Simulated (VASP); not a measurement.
## LiCl: energy against volume

LiCl (rock salt, Fm-3m, 16.211 Å³/atom and stress up to 0.02 GPa in the relaxed cell, cube axes along x, y and z) under an equal strain ε along all three axes. PBEsol in VASP (plane waves, PAW), 600 eV, 10×10×10 Γ-centred mesh, Gaussian smearing 0.05 eV; ions are relaxed, or left where forces stay under 0.02 eV/Å, within the symmetry of each cell.

Here V stands for volume and E for E less E0.

| volume (Å³/atom) | E less E0 (meV/atom) | pressure (GPa) |
|---|---|---|
| 14.7956 | ? | ? |
| 15.2580 | 7.44 | 2.42 |
| 15.4927 | 4.21 | 1.75 |
| 15.7298 | 1.93 | 1.12 |
| 15.9694 | 0.54 | 0.53 |
| 16.2113 | 0.00 | -0.02 |
| 16.4557 | 0.28 | -0.52 |
| 16.7026 | 1.30 | -1.00 |
| 16.9518 | 3.06 | -1.44 |
| 17.2036 | 5.52 | -1.85 |

Problem. Fit E against V with the third-order Birch-Murnaghan form, a cubic in V^(-2/3), and predict the withheld value at V = 14.7956.

Solution. With u = V^(-2/3) - 0.156, the rows have u = 0.006555, 0.004910, 0.003289, 0.001691, 0.000119, -0.001431, -0.002958, -0.004462, -0.005944. Least squares gives E = -0.006 + 42.9·u + 165023·u² + 253487·u³. Residuals (row less fit): 0.003, -0.003, 0.001, 0.000, -0.001, 0.010, -0.004, -0.006, 0.004; standard error 0.006 (degrees of freedom: 5). Its minimum lies at u = -0.000130, so V0 = (0.155870)^(-3/2) = 16.25. There d²E/du² = 329800 and d³E/du³ = 1521000, so B0 = (4/9) × 16.25^(-7/3) × 329800 × 0.160218 = 35.1 GPa (the last factor turns the table's units into GPa), and B0' = 4 + (2/3) × 0.155870 × (1521000)/329800 = 4.5. B0' rests on the cubic coefficient alone and has a standard error of 0.1 from these residuals. At the withheld row, u = 0.009925, so E = -0.006 + 42.9 × 0.009925 + 165023 × 0.009925² + 253487 × 0.009925³ = 16.923 meV/atom. The calculation gives 16.87 meV/atom, 0.053 meV/atom below the prediction (0.3 % of the range of E in the table). The row lies outside the fitted rows, so this is an extrapolation. From the scatter of the fitted rows alone, a prediction at this place has a standard error of 0.030 meV/atom, so the miss is 1.8 times that.

Other structures, which can take over under pressure, weren't tried. The same form fitted to the pressure column gives B0' = 4.4; series where the two differ by over 0.4 aren't shown. Rows are the converged runs of the series near zero and its far end, less any whose ions stayed unrelaxed beside relaxed ones; series whose fitted rows scatter by over a few per cent of the range, as at a crossing or softening among them, aren't shown in this form.
